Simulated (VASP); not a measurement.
Here is the system:

```
CELL_PARAMETERS angstrom
      0.00000     2.52791     2.52791
      2.52791     0.00000     2.52791
      2.52791     2.52791     0.00000
ATOMIC_POSITIONS crystal
  Gd 0.00000 0.00000 0.00000
  N  0.50000 0.50000 0.50000
```

Computed with revTPSS meta-GGA, VASP's PBE PAW potentials (set 64) (plane waves; VASP 6.6.1). Numerical set-up: 520 eV cut-off, 13×13×13 Γ-centred mesh, first-order Methfessel-Paxton smearing of 0.10 eV, potentials Gd_3 N.

The 4f electrons are frozen in the core of the lanthanide potential, so 4f levels, which can set the real gap, and their magnetism are missing.

Q: Give the stress tensor in GPa (positive for a compressed cell).

A: 
```
-8.35   0.00   0.00
 0.00  -8.35   0.00
 0.00   0.00  -8.35
```
The pressure is its mean diagonal, -8.35 GPa.

The compound is GdN in the rock salt structure. This cell is one point of a volume scan, at 1.06 of the reference volume.
